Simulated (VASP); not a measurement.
Here is a VASP 6.6.1 calculation.

run.py

```python
from ase.calculators.vasp import Vasp
from ase.dft.dos import DOS
from ase.io import read

atoms = read('POSCAR')
calc = Vasp(
    directory='calc',
    pp='PBE',
    setups='recommended',
    prec='High',
    encut=520,
    ediff=1e-07,
    ismear=0,
    sigma=0.1,
    lreal=False,
    lasph=True,
    nelm=60,
    algo='Fast',
    isif=2,
    lwave=False,
    lcharg=False,
    lmaxmix=4,
    gga='91',
    ivdw=13,
    vdw_s6=1.0,
    vdw_s8=0.77283111,
    vdw_a1=0.39581542,
    vdw_a2=4.93405761,
    lorbit=11,
    kpts=[8, 8, 8],
    gamma=True,
)
atoms.calc = calc

print('energy (eV):', atoms.get_potential_energy())
print('free energy (eV):', atoms.get_potential_energy(force_consistent=True))
print('forces (eV/A):')
print(atoms.get_forces())
print('stress (eV/A^3, Voigt):', atoms.get_stress())
print('Fermi level (eV):', calc.get_fermi_level())
dos = DOS(calc, width=0.2, window=(-10, 10), npts=201)
print('E - E_F (eV), DOS (1/eV)')
for e, g in zip(dos.get_energies(), dos.get_dos()):
    print(f'{e:8.3f} {g:10.4f}')
```

The input POSCAR:

```
Pt2F
1.0
    0.0000000000      2.8524300000      2.8524300000
    2.8524300000      0.0000000000      2.8524300000
    2.8524300000      2.8524300000      0.0000000000
Pt F
2 1
Direct
    0.2500000000      0.2500000000      0.2500000000
    0.7500000000      0.7500000000      0.7500000000
    0.0000000000      0.0000000000      0.0000000000
```

Potentials or basis: VASP PAW PBE potentials, release 64 (Pt, F).

Command:

```console
$ python run.py
```

(1) Predict the dispersion energy per atom.

(2) Estimate the band gap on the k mesh.

(3) What does it give for the pressure?

Answers

(1) -0.338 eV.

(2) none (metal or under the smearing width).

(3) -3.1 GPa.

Caveat: the PAW data sets were made with another functional, which shifts forces and pressure a little; an odd number of electrons without spin polarisation forces a metal; a magnetic or distorted state may lie lower; pairwise dispersion overbinds metals, which lowers pressure and volume.
